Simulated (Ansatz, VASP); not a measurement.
**Na2Si4O9 (sodium tetrasilicate glass) in two plane-wave programs**

Wanted: the spread between two codes on one cell, functional and k mesh. The structure shown is the start of the Ansatz relaxation below; VASP solves that cell, so the two are compared at the walk's first step.

Method: plane waves, with VASP 6.6.1 beside it; single point at PBE, in Ansatz 0.2.0.

## 1. Starting point

The cell holds 75 atoms: 10 Na, 20 Si and 45 O. Its edges and angles: a = 10.179 Å, b = 10.179 Å, c = 10.179 Å, α = 90.0°, β = 90.0°, γ = 90.0°. As first built, before any earlier steps moved the atoms (in the runner's words): 75 atoms (10 Na, 20 Si, 45 O) placed at random at 2.38 g/cm^3, melted at 4000 K for 8 ps at fixed volume with the Morse and Coulomb pair potential with partial charges (Pedone, Malavasi, Menziani, Cormack and Segre, J. Phys. Chem. B 110, 11780 (2006)). Quenched from 4000 K to 300 K at 60 K/ps and fixed volume, held 5 ps.

## 2. Ansatz: relaxation, PBE

Ansatz runs on its default PAW (the set named soft_2) files.

The two programs are compared at the cell with which this relaxation starts, whose forces are those of its first step.

Input file input.yaml:

```yaml
crystal:
  lattice:
    - [10.1788, 0.0, 0.0]
    - [0.0, 10.1788, 0.0]
    - [0.0, 0.0, 10.1788]
  atoms:
    - { symbol: Na, position: [0.0425, 0.01503, 0.37151] }
    - { symbol: Na, position: [0.04974, 0.76554, 0.33364] }
    - { symbol: Na, position: [0.89635, 0.85034, 0.05614] }
    - { symbol: Na, position: [0.71818, 0.20199, 0.94739] }
    - { symbol: Na, position: [0.96046, 0.12816, 0.08656] }
    - { symbol: Na, position: [0.51186, 0.35987, 0.7592] }
    - { symbol: Na, position: [0.64724, 0.8667, 0.93616] }
    - { symbol: Na, position: [0.45747, 0.05705, 0.91792] }
    - { symbol: Na, position: [0.1339, 0.78248, 0.71062] }
    - { symbol: Na, position: [0.27933, 0.20276, 0.16184] }
    - { symbol: Si, position: [0.80879, 0.44945, 0.68237] }
    - { symbol: Si, position: [0.47042, 0.88453, 0.24604] }
    - { symbol: Si, position: [0.03629, 0.30991, 0.35555] }
    - { symbol: Si, position: [0.63625, 0.1478, 0.29633] }
    - { symbol: Si, position: [0.8939, 0.996, 0.76383] }
    - { symbol: Si, position: [0.75242, 0.74958, 0.60367] }
    - { symbol: Si, position: [0.91986, 0.54227, 0.17082] }
    - { symbol: Si, position: [0.29341, 0.37625, 0.52895] }
    - { symbol: Si, position: [0.20649, 0.90237, 0.07108] }
    - { symbol: Si, position: [0.4061, 0.10199, 0.64695] }
    - { symbol: Si, position: [0.69294, 0.69182, 0.31024] }
    - { symbol: Si, position: [0.4752, 0.72069, 0.73696] }
    - { symbol: Si, position: [0.11276, 0.40921, 0.76807] }
    - { symbol: Si, position: [0.33118, 0.84188, 0.51063] }
    - { symbol: Si, position: [0.16906, 0.62156, 0.98568] }
    - { symbol: Si, position: [0.80084, 0.19749, 0.53856] }
    - { symbol: Si, position: [0.72661, 0.52856, 0.96176] }
    - { symbol: Si, position: [0.16392, 0.11175, 0.84382] }
    - { symbol: Si, position: [0.5179, 0.4339, 0.34704] }
    - { symbol: Si, position: [0.43171, 0.45472, 0.05493] }
    - { symbol: O, position: [0.29705, 0.09764, 0.75775] }
    - { symbol: O, position: [0.8249, 0.64971, 0.23807] }
    - { symbol: O, position: [0.723, 0.10956, 0.43473] }
    - { symbol: O, position: [0.83687, 0.00618, 0.90755] }
    - { symbol: O, position: [0.42911, 0.44123, 0.21232] }
    - { symbol: O, position: [0.61036, 0.55951, 0.35125] }
    - { symbol: O, position: [0.58591, 0.29615, 0.32997] }
    - { symbol: O, position: [0.22534, 0.40973, 0.66654] }
    - { symbol: O, position: [0.58549, 0.5053, 0.02258] }
    - { symbol: O, position: [0.085, 0.9048, 0.17042] }
    - { symbol: O, position: [0.39988, 0.97279, 0.5599] }
    - { symbol: O, position: [0.07791, 0.2215, 0.24272] }
    - { symbol: O, position: [0.75404, 0.44008, 0.83057] }
    - { symbol: O, position: [0.17742, 0.78151, 0.97466] }
    - { symbol: O, position: [0.96993, 0.42536, 0.69848] }
    - { symbol: O, position: [0.05362, 0.59888, 0.09642] }
    - { symbol: O, position: [0.44731, 0.82587, 0.84816] }
    - { symbol: O, position: [0.75075, 0.76569, 0.44167] }
    - { symbol: O, position: [0.60633, 0.76637, 0.65384] }
    - { symbol: O, position: [0.73021, 0.15171, 0.17119] }
    - { symbol: O, position: [0.16327, 0.36585, 0.43737] }
    - { symbol: O, position: [0.12023, 0.54848, 0.8563] }
    - { symbol: O, position: [0.78601, 0.59406, 0.62213] }
    - { symbol: O, position: [0.48054, 0.57668, 0.77332] }
    - { symbol: O, position: [0.5952, 0.78214, 0.22609] }
    - { symbol: O, position: [0.3488, 0.22096, 0.54817] }
    - { symbol: O, position: [0.18163, 0.861, 0.49303] }
    - { symbol: O, position: [0.84186, 0.10685, 0.66307] }
    - { symbol: O, position: [0.3069, 0.56018, 0.0289] }
    - { symbol: O, position: [0.83676, 0.46616, 0.0643] }
    - { symbol: O, position: [0.97116, 0.43883, 0.28663] }
    - { symbol: O, position: [0.35233, 0.90142, 0.14229] }
    - { symbol: O, position: [0.52933, 0.02973, 0.26283] }
    - { symbol: O, position: [0.19956, 0.04442, 0.98477] }
    - { symbol: O, position: [0.74792, 0.33395, 0.58847] }
    - { symbol: O, position: [0.54084, 0.1386, 0.70383] }
    - { symbol: O, position: [0.40425, 0.32057, 0.981] }
    - { symbol: O, position: [0.76453, 0.67325, 0.93743] }
    - { symbol: O, position: [0.35128, 0.73826, 0.62364] }
    - { symbol: O, position: [0.85747, 0.85475, 0.67527] }
    - { symbol: O, position: [0.39699, 0.81848, 0.36677] }
    - { symbol: O, position: [0.04617, 0.02778, 0.78165] }
    - { symbol: O, position: [0.11787, 0.26382, 0.84135] }
    - { symbol: O, position: [0.41614, 0.44594, 0.4703] }
    - { symbol: O, position: [0.93416, 0.24196, 0.45683] }
kpoints:
  mp_grid: { grid: [1, 1, 1] }
hamiltonian:
  xc: pbe
scf:
  occupations: { method: fixed }
output:
  forces: true
  stress: true
relax:
  f_tol: 0.04
  max_steps: 90
  cell: { stress_tol: 0.1, fix: [alpha, beta, gamma] }
```

Run with:

```bash
$ ansatz run input.yaml --threads 8 --pin off --max-ram 15360MiB --backend cpu --events-out ev --progress --plain --runs-dir out
```

Numbers of over 12 decimals in the logs are rounded to 6 here.

What it wrote:

```text
The last accepted step is kept in <dir> (removed where the run ends without a failure and the disk answers)
Engine: ansatz 0.2.0, aarch64-unknown-linux-gnu
Pseudopotentials: kind: paw
Pseudopotential: Na, paw, valence charge 9, recommended cutoff 420 eV (normal), Na.paw.azcp
Pseudopotential: Si, paw, valence charge 4, recommended cutoff 420 eV (normal), Si.paw.azcp
Pseudopotential: O, paw, valence charge 6, recommended cutoff 420 eV (normal), O.paw.azcp
Functional definition: PBE
  parameter kappa = 0.804
  parameter beta = 0.066725
  exchange = pbe_x(kappa = kappa, mu = beta*pi^2/3)
  correlation = pbe_c(beta = beta)
Crystal: 75 atoms, lattice volume = 1054.605 Å³
Basis set: ecut = 420 eV, 20479 PW (Γ), exchange–correlation on 144×144×144 points (8 copies of the dense FFT grid, shifted against one another)
Bands: 295, of which v1, the nominal top of the filled ones, is band 220 counted from 1 (219 counted from 0)
Symmetry: 1 space group operations
Space group: P1 (ITA 1), of the structure as read, at distance tolerance 1.0e-4 Å
k-points: 1
Non-local potential: Na, projectors of the file, l = 0: 3, l = 1: 2, l = 2: 1
Non-local potential: Si, projectors of the file, l = 0: 2, l = 1: 2, l = 2: 2
Non-local potential: O, projectors of the file, l = 0: 2, l = 1: 2, l = 2: 1
PAW form: soft (Blöchl's): semilocal exchange-correlation on the pseudo side does not see the compensation charge
PAW one-centre angular grid: Na, 110 points (default); XC on 64 Gauss nodes
PAW one-centre angular grid: Si, 110 points (default); XC on 64 Gauss nodes
PAW one-centre angular grid: O, 110 points (default); XC on 64 Gauss nodes
Initial density: superposition of atomic densities (neutral atoms: chi_scale 0, normalization atom), corrected by the library's trained network
Initial wavefunctions: pseudopotential atomic-orbital guess
Functional: x = pbe(κ = 0.804, μ = 0.219515), c = pbe(β = 0.066725)
SCF iter   1: F=—  HF=-53186.805612 eV  |F-HF|=—  |Δ(HF+E_count)|=         —  Δρ=2.78e-3  dr2=1.82e-1  ethr=1.77e-3  ⟨swp⟩=5.0  Hψ=1015  notcnv=0  defer=73
preconditioner: auto → Resta (q_TF=auto, 2.358 Å⁻¹)  ε∞=2.7  [insulator: Δε(μ)=2.212 eV  Ē_g=17.934 eV  n_scr=250 (ndim 8)  ℏωp=23.4 eV  f_vac=0.180  ε∞_Penn≈2.7]
SCF iter   2: F=—  HF=-53186.764714 eV  |F-HF|=—  |Δ(HF+E_count)|=   4.09e-2  Δρ=1.57e-3  dr2=3.97e-2  ethr=4.13e-5  ⟨swp⟩=3.0  Hψ=443  notcnv=0  defer=73
SCF iter   3: F=—  HF=-53186.758002 eV  |F-HF|=—  |Δ(HF+E_count)|=   6.71e-3  Δρ=6.83e-4  dr2=1.13e-2  ethr=9.02e-6  ⟨swp⟩=2.0  Hψ=371  notcnv=0  defer=64
automatic band count: iteration 3 solves 286 bands in place of 295: the levels show a gap, and the empty bands left out lie too high to hold charge; the band table lists the bands solved (type scf.n_extra_bands for more)
SCF iter   4: F=—  HF=-53186.755760 eV  |F-HF|=—  |Δ(HF+E_count)|=   2.24e-3  Δρ=2.88e-4  dr2=9.94e-4  ethr=2.57e-6  ⟨swp⟩=3.0  Hψ=372  notcnv=0  defer=64
SCF iter   5: F=—  HF=-53186.755825 eV  |F-HF|=—  |Δ(HF+E_count)|=   6.53e-5  Δρ=1.70e-4  dr2=2.61e-4  ethr=2.26e-7  ⟨swp⟩=2.0  Hψ=494  notcnv=0  defer=64
SCF iter   6: F=—  HF=-53186.755809 eV  |F-HF|=—  |Δ(HF+E_count)|=   1.59e-5  Δρ=4.29e-5  dr2=1.57e-5  ethr=5.94e-8  ⟨swp⟩=2.0  Hψ=379  notcnv=0  defer=60
SCF iter   7: F=—  HF=-53186.757432 eV  |F-HF|=—  |Δ(HF+E_count)|=   1.62e-3  Δρ=2.25e-5  dr2=4.53e-6  ethr=3.56e-9  ⟨swp⟩=3.0  Hψ=448  notcnv=0  defer=59
SCF iter   8: F=—  HF=-53186.757434 eV  |F-HF|=—  |Δ(HF+E_count)|=   1.48e-6  Δρ=6.56e-6  dr2=3.91e-7  ethr=1.03e-9  ⟨swp⟩=2.0  Hψ=376  notcnv=0  defer=59
SCF iter   9: F=-53186.757434 eV  HF=-53186.757434 eV  |F-HF|=4.75e-8  |Δ(HF+E_count)|=   2.78e-7  Δρ=2.57e-6  dr2=6.65e-8  ethr=2.27e-11  ⟨swp⟩=4.0  Hψ=871  notcnv=0
SCF 1 converged in 9 iterations: F = -53186.757434 eV  dr2 = 6.65e-8
  greatest PAW one-centre occupation: 0.999 electrons in one spin orbital (limit 2), on the Na atom at site 6 (counted from 0), in its partial waves of l = 0
relax step   1: F+E_penalty+E_count = -53186.75743412 eV  Δ(F+E_penalty+E_count) = +0.000e0 eV  max|allowed force component| = 4.866e0 eV/Å  Δτ_max = 0.0000 Å  P = +3.553 GPa  Ω = 1054.605 Å³  fix = [alpha, beta, gamma]  reactions: alpha -0.363, beta +1.499, gamma +0.185 GPa/rad  (9 SCF iters, dr2 threshold 1.00e-7 eV, accepted)
Crystal: 75 atoms, lattice volume = 1049.506 Å³
Basis set: ecut = 420 eV, 20459 PW (Γ), exchange–correlation on 144×144×144 points (8 copies of the dense FFT grid, shifted against one another)
Initial density: handed on by an earlier stage of this run
Initial wavefunctions: those handed on with the density
iter 1 solved again at ethr=3.75e-4 eV; its pass at ethr=3.10e-3 eV (dr2=1.65e0 eV) is discarded
SCF iter   1: F=—  HF=-53190.732115 eV  |F-HF|=—  |Δ(HF+E_count)|=         —  Δρ=1.54e-2  dr2=1.65e0  ethr=3.75e-4  ⟨swp⟩=1.0  Hψ=940  notcnv=0  defer=58
[...]
atom  39  O     -0.00137308     0.00609933    -0.00161536
  atom  40  O      0.00697939    -0.00108547     0.00511456
  atom  41  O     -0.00269850     0.00651102    -0.00230574
  atom  42  O      0.00789315    -0.00102833    -0.00133735
  atom  43  O      0.00268439    -0.00826541    -0.00958850
  atom  44  O      0.00154353     0.00242760     0.00796416
  atom  45  O     -0.00281710    -0.00895896    -0.00840179
  atom  46  O      0.00690765     0.00345126    -0.00135109
  atom  47  O     -0.00405300     0.00311681    -0.00080843
  atom  48  O      0.00561377    -0.00183621     0.00029838
  atom  49  O      0.00399407     0.00083449     0.00131703
  atom  50  O     -0.00440024    -0.00191173    -0.00199506
  atom  51  O      0.00177659     0.00168237     0.00023246
  atom  52  O      0.00021304    -0.00128109     0.00461725
  atom  53  O     -0.00415130    -0.00568782     0.00276738
  atom  54  O      0.00017319     0.01124757    -0.00787933
  atom  55  O     -0.00518638     0.01082036    -0.00022750
  atom  56  O     -0.00809427     0.00070304     0.00121869
  atom  57  O     -0.00698848     0.00627239    -0.01186587
  atom  58  O      0.00745843     0.00992056     0.00089263
  atom  59  O      0.00138860     0.00139533    -0.00558946
  atom  60  O      0.00298666    -0.00243179     0.00172946
  atom  61  O     -0.00208517     0.00345780    -0.00949194
  atom  62  O     -0.00115248    -0.00763130    -0.01424528
[...]
atom  68  O      0.00140850     0.02169298    -0.00480821
  atom  69  O      0.00328286    -0.00944155    -0.00350810
  atom  70  O      0.00394494     0.00369413     0.00871401
  atom  71  O     -0.00243499    -0.00374091     0.00373887
  atom  72  O      0.00163032     0.00342332    -0.00237696
  atom  73  O     -0.00385888     0.00295606    -0.00316357
  atom  74  O     -0.01151263    -0.00113464     0.00790442
  atom  75  O      0.00047020    -0.00266220     0.00544619
  max |Σ_I F_I| component: 6.69e-5 eV/Å
--- Stress (GPa, compression-positive) ---
        0.063012      -0.146270       0.819352
       -0.146271       0.038890      -1.072223
        0.819353      -1.072223      -0.054325
  P = ⅓ Tr σ = 0.0159 GPa (0.159 kbar)
--- Relaxed structure (31 steps of the walk, 30 accepted, 2 SCFs on fresh bases) ---
  F+E_penalty+E_count = -53194.31867373 eV   max|allowed force component| = 3.795e-2 eV/Å   (the final SCF, on the basis selected at the relaxed cell)
  cell:  # Å, volume = 1029.6866 Å³
    - [9.880664, 0, 0]
    - [0, 9.980749, 0]
    - [0, 0, 10.441329]
  atoms:
    - { symbol: Na, position: [0.123159, 0.049090, 0.395928] }
    - { symbol: Na, position: [0.075593, 0.751380, 0.316354] }
    - { symbol: Na, position: [0.773462, 0.884907, 0.051060] }
    - { symbol: Na, position: [0.664114, 0.205650, 0.989511] }
    - { symbol: Na, position: [0.977063, 0.115747, 0.132671] }
    - { symbol: Na, position: [0.482315, 0.368195, 0.781517] }
    - { symbol: Na, position: [0.499183, 0.727885, 0.963033] }
    - { symbol: Na, position: [0.552797, -0.016948, 0.770455] }
    - { symbol: Na, position: [0.158135, 0.812109, 0.728447] }
    - { symbol: Na, position: [0.317195, 0.194700, 0.153794] }
    - { symbol: Si, position: [0.817318, 0.453181, 0.693415] }
    - { symbol: Si, position: [0.475778, 0.890734, 0.249229] }
    - { symbol: Si, position: [0.050657, 0.333041, 0.351862] }
    - { symbol: Si, position: [0.657597, 0.140146, 0.301928] }
    - { symbol: Si, position: [0.861876, 1.003835, 0.768292] }
    - { symbol: Si, position: [0.762741, 0.756684, 0.610563] }
    - { symbol: Si, position: [0.923714, 0.537660, 0.169426] }
    - { symbol: Si, position: [0.279764, 0.371921, 0.524253] }
    - { symbol: Si, position: [0.228536, 0.908855, 0.067405] }
    - { symbol: Si, position: [0.349101, 0.106409, 0.619725] }
    - { symbol: Si, position: [0.710201, 0.696345, 0.324006] }
    - { symbol: Si, position: [0.464724, 0.715727, 0.705415] }
    - { symbol: Si, position: [0.120755, 0.404379, 0.780187] }
    - { symbol: Si, position: [0.315425, 0.831418, 0.492728] }
    - { symbol: Si, position: [0.178922, 0.613265, 1.003007] }
    - { symbol: Si, position: [0.825660, 0.207587, 0.535670] }
    - { symbol: Si, position: [0.731454, 0.544999, 0.955758] }
    - { symbol: Si, position: [0.149151, 0.100964, 0.846955] }
    - { symbol: Si, position: [0.522782, 0.432948, 0.349956] }
    - { symbol: Si, position: [0.447500, 0.451340, 0.072881] }
    - { symbol: O, position: [0.217226, 0.063513, 0.711548] }
    - { symbol: O, position: [0.843555, 0.669782, 0.229969] }
    - { symbol: O, position: [0.727639, 0.116050, 0.444502] }
    - { symbol: O, position: [0.745080, 0.021978, 0.871747] }
    - { symbol: O, position: [0.420365, 0.452661, 0.229296] }
    - { symbol: O, position: [0.628433, 0.560081, 0.360087] }
    - { symbol: O, position: [0.604437, 0.296316, 0.315156] }
    - { symbol: O, position: [0.245032, 0.410076, 0.675465] }
    - { symbol: O, position: [0.592551, 0.524385, 0.043167] }
    - { symbol: O, position: [0.128131, 0.932800, 0.184275] }
    - { symbol: O, position: [0.388676, 0.971591, 0.539721] }
    - { symbol: O, position: [0.119868, 0.236057, 0.251003] }
    - { symbol: O, position: [0.739344, 0.436864, 0.831994] }
    - { symbol: O, position: [0.184804, 0.775774, 0.980099] }
    - { symbol: O, position: [0.976764, 0.411380, 0.708147] }
    - { symbol: O, position: [0.074941, 0.590774, 0.125085] }
    - { symbol: O, position: [0.394317, 0.826831, 0.795522] }
    - { symbol: O, position: [0.771843, 0.770067, 0.450867] }
    - { symbol: O, position: [0.609520, 0.790264, 0.649820] }
    - { symbol: O, position: [0.751899, 0.110929, 0.180682] }
    - { symbol: O, position: [0.158244, 0.428498, 0.433175] }
    - { symbol: O, position: [0.126662, 0.536451, 0.873999] }
    - { symbol: O, position: [0.814586, 0.604770, 0.639595] }
    - { symbol: O, position: [0.501483, 0.580307, 0.774825] }
[...]
- { symbol: O, position: [0.756645, 0.698791, 0.935511] }
    - { symbol: O, position: [0.368961, 0.701726, 0.573484] }
    - { symbol: O, position: [0.865775, 0.862408, 0.682686] }
    - { symbol: O, position: [0.375184, 0.813152, 0.345025] }
    - { symbol: O, position: [0.00771352, 0.014576, 0.849435] }
    - { symbol: O, position: [0.129626, 0.264117, 0.863912] }
    - { symbol: O, position: [0.429553, 0.424753, 0.479705] }
    - { symbol: O, position: [0.964410, 0.239919, 0.455274] }
```

In the SCF lines HF is the Harris–Foulkes energy and dr2 the Hartree energy of the density residual, in eV; the loop may stop once dr2 is under the threshold and the program's other checks hold. Hψ counts applications of the Hamiltonian.

[end of part 1 of 4]

[Lines on the potential files, build, host, timing and source positions are cut from VASP's logs without a mark.]

[Logs are printed without paths, hosts, clocks, repeated set-up lines and the standing remarks that a program may print on its own settings, such as how far it seeks lower states.]

[Hosts, paths, dates, database ids (printed as entryN), source tags and the programs' standing remarks are cut or masked in the printed files.]
